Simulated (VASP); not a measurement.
All values below come from PBEsol GGA, VASP's PBE PAW potentials (set 64) (plane waves; VASP 6.6.1).

VASP input:

INCAR:
```
! general
SYSTEM=Al
PREC  =Accurate
ENCUT =400
LREAL =F   ! projection in real space or not
LASPH =T   ! aspherical one-centre terms

! electronic loop
EDIFF =1E-6   ! SCF stop (eV)
NELM  =100
ALGO  =Normal   ! blocked Davidson

! smearing
ISMEAR=1   ! Methfessel-Paxton
SIGMA =0.1   ! width (eV)

! functional
GGA   =PS

! ions
IBRION=2   ! conjugate gradients
NSW   =60
ISIF  =3   ! ions, shape and volume
EDIFFG=-0.01

! output
LWAVE =F
LCHARG=F
```

KPOINTS:
```
Automatic mesh
0
Gamma
14 14 14
0 0 0
```

POSCAR:
```
Al
1
    1.4117983117     0.8151022802     4.6947997733
   -1.4117983117     0.8151022802     4.6947997733
   -0.0000000000    -1.6302045605     4.6947997733
Al
2
Direct
  0.2499636875   0.2499636875   0.2499636875
  0.7500363125   0.7500363125   0.7500363125
```

POTCAR, in this order: Al (PBE.64 set). Program: vasp_std.

### Question
What will the output report for the number of irreducible k-points (NKPTS), number of bands (NBANDS), largest plane-wave count, number of space-group operations, FFT grid (NGX, NGY, NGZ)?

### Answer

The number of irreducible k-points (NKPTS) is 288, the number of bands (NBANDS) comes out as 7 and the largest plane-wave count is 604. The number of space-group operations comes out as 12 and the FFT grid (NGX, NGY, NGZ) comes out as 32 × 32 × 32.

The structure was generated: Al was put into the A7 type (R-3m), which need not be its known phase. This run relaxes it. Symmetry was kept, so distortions that lower it aren't found. The start is the result of an earlier pass.
